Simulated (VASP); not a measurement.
Level of theory: TPSS meta-GGA, VASP's PBE PAW potentials (set 64) (plane waves; VASP).

Input for VASP

### KPOINTS_OPT
```
k-points along high-symmetry lines
6
Line-mode
Reciprocal
  0.000000   0.000000   0.000000 ! GAMMA
  0.000000   0.500000   0.000000 ! X

  0.000000   0.500000   0.000000 ! X
  0.500000   0.500000   0.000000 ! M

  0.500000   0.500000   0.000000 ! M
  0.000000   0.000000   0.000000 ! GAMMA

  0.000000   0.000000   0.000000 ! GAMMA
  0.000000   0.000000   0.500000 ! Z

  0.000000   0.000000   0.500000 ! Z
  0.000000   0.500000   0.500000 ! R

  0.000000   0.500000   0.500000 ! R
  0.500000   0.500000   0.500000 ! A

  0.500000   0.500000   0.500000 ! A
  0.000000   0.000000   0.500000 ! Z

  0.000000   0.500000   0.000000 ! X
  0.000000   0.500000   0.500000 ! R

  0.500000   0.500000   0.000000 ! M
  0.500000   0.500000   0.500000 ! A
```

### KPOINTS
```
kpoints
0
Gamma
6 6 6
0 0 0
```

INCAR:
```
SYSTEM = BaTiO3
METAGGA = TPSS
LREAL = .FALSE.   ! projection in real space or not
ENCUT = 520   ! plane-wave cut-off (eV)
ALGO = Normal   ! blocked Davidson
LMAXMIX = 4   ! l cut-off of mixed one-centre charges
NEDOS = 601   ! DOS grid
ISIF = 2   ! forces and stress, cell fixed
LWAVE = .FALSE.
LCHARG = .FALSE.
NELM = 100   ! most electronic steps
LMIXTAU = .TRUE.
PREC = Accurate
LEFG = .TRUE.
ISMEAR = -5   ! tetrahedra, Bloechl
EDIFF = 1E-7   ! SCF stop (eV)
LORBIT = 11
LASPH = .TRUE.
```

**POSCAR**
```
BaTiO3
4.0623880
  0.9860598425   0.0000000000   0.0000000000
  0.0000000000   0.9860598425   0.0000000000
  0.0000000000   0.0000000000   0.9999999195
Ba Ti O
1 1 3
Cart
  0.0000000000   0.9860598425   0.9997548796
  0.4930299213   0.4930299213   0.5130469152
  0.4930299213   0.4930299213   0.9782324568
  0.0000000000   0.4930299213   0.4864827347
  0.4930299213   0.0000000000   0.4864827347
```

POTCAR, in this order: Ba_sv Ti_sv O (PBE.64 set). Program: vasp_std.

Unless said otherwise, spin-orbit coupling is left out, though it shifts the bands of the heavy elements here.

### Question
Predict the energy per atom (σ→0), band gap (over mesh and band path).

### Answer

- energy per atom (σ→0): -12.356 eV/atom
- band gap (over mesh and band path): 1.83 eV

**OSZICAR**
```
...
DAV:  20    -0.617780131521E+02   -0.56883E-06   -0.46554E-06  2512   0.202E-02    0.196E-03
DAV:  21    -0.617780139580E+02   -0.80591E-06   -0.24310E-07  1856   0.564E-03    0.152E-03
DAV:  22    -0.617780141654E+02   -0.20740E-06   -0.25256E-07  2056   0.323E-03    0.999E-04
DAV:  23    -0.617780140569E+02    0.10856E-06   -0.75050E-08  1048   0.281E-03    0.430E-04
DAV:  24    -0.617780140409E+02    0.16005E-07   -0.16024E-08  1072   0.975E-04
   1 F= -.61778014E+02 E0= -.61778014E+02  d E =0.000000E+00
       N       E                     dE             ncg
       N       E                     dE             ncg
```

The compound is BaTiO3 in the tetragonal perovskite structure. It was relaxed first.
